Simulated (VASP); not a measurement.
These are LDA (Ceperley-Alder, Perdew-Zunger), VASP's LDA PAW potentials (set 64) (plane waves; VASP) values and carry that method's errors.

VASP ran on this input.

### INCAR
```
PREC=Accurate
LREAL=.False.   # projection in real space or not
NELM=100   # most electronic steps
SYSTEM=SrCl2
LCHARG=.False.
ALGO=Normal
LMAXMIX=4   # l cut-off of mixed one-centre charges
EDIFF=1E-7   # SCF stop (eV)
ISMEAR=0
ENCUT=400   # plane-wave cut-off (eV)
SIGMA=0.05
LWAVE=.False.
LORBIT=11   # lm-projected
LASPH=.True.
ICHARG=11   # fixed density
```

### KPOINTS
```
k-points along high-symmetry lines
15
Line-mode
Reciprocal
  0.000000   0.000000   0.000000 ! GAMMA
  0.500000   0.000000   0.500000 ! X

  0.500000   0.000000   0.500000 ! X
  0.625000   0.250000   0.625000 ! U

  0.375000   0.375000   0.750000 ! K
  0.000000   0.000000   0.000000 ! GAMMA

  0.000000   0.000000   0.000000 ! GAMMA
  0.500000   0.500000   0.500000 ! L

  0.500000   0.500000   0.500000 ! L
  0.500000   0.250000   0.750000 ! W

  0.500000   0.250000   0.750000 ! W
  0.500000   0.000000   0.500000 ! X
```

**POSCAR**
```
SrCl2
1
    0.0000000000     3.4068686596     3.4068686596
    3.4068686596     0.0000000000     3.4068686596
    3.4068686596     3.4068686596     0.0000000000
Sr Cl
1 2
Direct
  0.0000000000   0.0000000000   0.0000000000
  0.2500000000   0.2500000000   0.2500000000
  0.7500000000   0.7500000000   0.7500000000
```

POTCAR, in this order: Sr_sv Cl (LDA.64 set). Program: vasp_std. Read from the step before: CHGCAR.

The run wrote:

OUTCAR:
```
 ion  position               nearest neighbor table
   1  0.000  0.000  0.000-   3 2.95   3 2.95   3 2.95   2 2.95   2 2.95   2 2.95   3 2.95   2 2.95
  LATTYP: Found a face centered cubic cell.
 ALAT       =     6.8137373192
 Subroutine PRICEL returns:
 Original cell was already a primitive cell.
 Subroutine GETGRP returns: Found 48 space group operations
The static configuration has the point symmetry O_h .
The dynamic configuration has the point symmetry O_h .
 Subroutine INISYM returns: Found 48 space group operations
   k-points           NKPTS =     90   k-points in BZ     NKDIM =     90   number of bands    NBANDS=     16
   number of dos      NEDOS =    301   number of ions     NIONS =      3
   total plane-waves  NPLWV =  32768
   dimension x,y,z NGX =    32 NGY =   32 NGZ =   32
   dimension x,y,z NGXF=    64 NGYF=   64 NGZF=   64
   ions per type =               1   2
   PREC   = accura    normal or accurate (medium, high low for compatibility)
   ISTART =      0    job   : 0-new  1-cont  2-samecut
   ICHARG =     11    charge: 1-file 2-atom 10-const
   ISPIN  =      1    spin polarized calculation?
   LNONCOLLINEAR =      F non collinear calculations
   LSORBIT =      F    spin-orbit coupling
   INIWAV =      1    electr: 0-lowe 1-rand  2-diag
   ENCUT  =  400.0 eV  29.40 Ry    5.42 a.u.   7.86  7.86  7.86*2*pi/ulx,y,z
   NELM   =    100;   NELMIN=  2; NELMDL= -5     # of ELM steps
   EDIFF  = 0.1E-06   stopping-criterion for ELM
   LREAL  =      F    real-space projection
   NLSPLINE    = F    spline interpolate recip. space projectors
   LMAXMIX     =    4 max onsite mixed and CHGCAR
   VOSKOWN=      0    Vosko Wilk Nusair interpolation
   EDIFFG = 0.1E-05   stopping-criterion for IOM
   NSW    =      0    number of steps for IOM
   NBLOCK =      1;   KBLOCK =      1    inner block; outer block
   IBRION =     -1    ionic relax: 0-MD 1-quasi-New 2-CG
   NFREE  =      0    steps in history (QN), initial steepest desc. (CG)
   ISIF   =      2    stress and relaxation
   ISYM   =      2    0-nonsym 1-usesym 2-fastsym
   TEIN   =    0.0    initial temperature
   TEBEG  =    0.0;   TEEND  =   0.0 temperature during run
   SMASS  =  -3.00    Nose mass-parameter (am)
   PSTRESS=    0.0 pullay stress
   NELECT =      24.0000    total number of electrons
   EFERMI =   0.00;   METHOD = LEGACY
   ISMEAR =     0;   SIGMA  =   0.05  broadening in eV -4-tet -1-fermi 0-gaus
   IALGO  =     38    algorithm
   LDIAG  =      T    sub-space diagonalisation (order eigenvalues)
   IMIX   =      4    mixing-type and parameters
     AMIX     =   0.40;   BMIX     =  1.00
     AMIX_MAG =   1.60;   BMIX_MAG =  1.00
     AMIN     =   0.10
   GGA     = CA    functional components
   VOSKOWN =     0    Vosko Wilk Nusair interpolation
   LHFCALC =     F    Hartree Fock is set to
   LHFONE  =     F    Hartree Fock one center treatment
   AEXX    =    0.0000 exact exchange contribution
   IVDW    =     0    specifies the selected vdW correction
   LEPSILON=     F    determine dielectric tensor
   LRPA    =     F    only Hartree local field effects (RPA)
  energy-cutoff  :      400.00
  volume of cell :       79.09
      direct lattice vectors                 reciprocal lattice vectors
     0.000000000  3.406868660  3.406868660    -0.146762335  0.146762335  0.146762335
     3.406868660  0.000000000  3.406868660     0.146762335 -0.146762335  0.146762335
     3.406868660  3.406868660  0.000000000     0.146762335  0.146762335 -0.146762335
 k-point     1 :   0.0000 0.0000 0.0000  plane waves:    1459
 k-point     2 :   0.0357 0.0000 0.0357  plane waves:    1443
 k-point     3 :   0.0714 0.0000 0.0714  plane waves:    1443
 k-point     4 :   0.1071 0.0000 0.1071  plane waves:    1427
 k-point     5 :   0.1429 0.0000 0.1429  plane waves:    1427
 k-point     6 :   0.1786 0.0000 0.1786  plane waves:    1439
 k-point     7 :   0.2143 0.0000 0.2143  plane waves:    1427
 k-point     8 :   0.2500 0.0000 0.2500  plane waves:    1427
 k-point     9 :   0.2857 0.0000 0.2857  plane waves:    1443
 k-point    10 :   0.3214 0.0000 0.3214  plane waves:    1435
 k-point    11 :   0.3571 0.0000 0.3571  plane waves:    1439
...
```

File OSZICAR:
```
       N       E                     dE             d eps       ncg     rms          rms(c)
DAV:   1     0.126295263988E+03    0.12630E+03   -0.10241E+04  2880   0.111E+03
DAV:   2    -0.681220393942E+01   -0.13311E+03   -0.12994E+03  3872   0.230E+02
DAV:   3    -0.135418085955E+02   -0.67296E+01   -0.67230E+01  3984   0.559E+01
DAV:   4    -0.137729490739E+02   -0.23114E+00   -0.23110E+00  5024   0.836E+00
DAV:   5    -0.137751076274E+02   -0.21586E-02   -0.21585E-02  4040   0.719E-01
DAV:   6    -0.137751600127E+02   -0.52385E-04   -0.52385E-04  4400   0.916E-02
DAV:   7    -0.137751611779E+02   -0.11652E-05   -0.11652E-05  4328   0.132E-02
DAV:   8    -0.137751612025E+02   -0.24601E-07   -0.24624E-07  4144   0.195E-03
   1 F= -.13775161E+02 E0= -.13775161E+02  d E =-.189377E-18
```

### OUTCAR
```
 val. band max:        0.4570988036   @ k =   0.5000   0.0000   0.5000

 cond. band min:       5.5558786622   @ k =   0.5000   0.0000   0.5000



 k-point     1 :       0.0000    0.0000    0.0000
  band No.  band energies     occupation
      1     -32.0297      2.00000
      2     -14.1650      2.00000
      3     -14.1650      2.00000
      4     -14.1650      2.00000
      5     -13.0160      2.00000
      6     -11.9743      2.00000
      7      -2.0003      2.00000
      8      -2.0003      2.00000
      9      -2.0003      2.00000
     10       0.0798      2.00000
     11       0.0798      2.00000
     12       0.0798      2.00000
     13       5.6093      0.00000
     14       6.2260      0.00000
     15       6.2260      0.00000
     16       9.2786      0.00000

 k-point     2 :       0.0357    0.0000    0.0357
  band No.  band energies     occupation
      1     -32.0296      2.00000
      2     -14.1771      2.00000
      3     -14.1656      2.00000
      4     -14.1656      2.00000
      5     -12.9980      2.00000
      6     -11.9794      2.00000
      7      -1.9972      2.00000
      8      -1.9972      2.00000
      9      -1.9759      2.00000
     10       0.0274      2.00000
     11       0.0811      2.00000
     12       0.0811      2.00000
     13       5.6538      0.00000
     14       6.2392      0.00000
     15       6.2488      0.00000
     16       9.2189      0.00000

 k-point     3 :       0.0714    0.0000    0.0714
  band No.  band energies     occupation
      1     -32.0293      2.00000
      2     -14.2111      2.00000
      3     -14.1675      2.00000
      4     -14.1675      2.00000
      5     -12.9465      2.00000
      6     -11.9947      2.00000
      7      -1.9882      2.00000
      8      -1.9882      2.00000
      9      -1.9036      2.00000
     10      -0.1216      2.00000
     11       0.0845      2.00000
     12       0.0845      2.00000
     13       5.7752      0.00000
     14       6.2787      0.00000
...
```

The density is held fixed in this step, so its total energy and stress have no physical meaning.

The compound is SrCl2 in the fluorite structure. It was relaxed first, which changed the volume by -7 %.
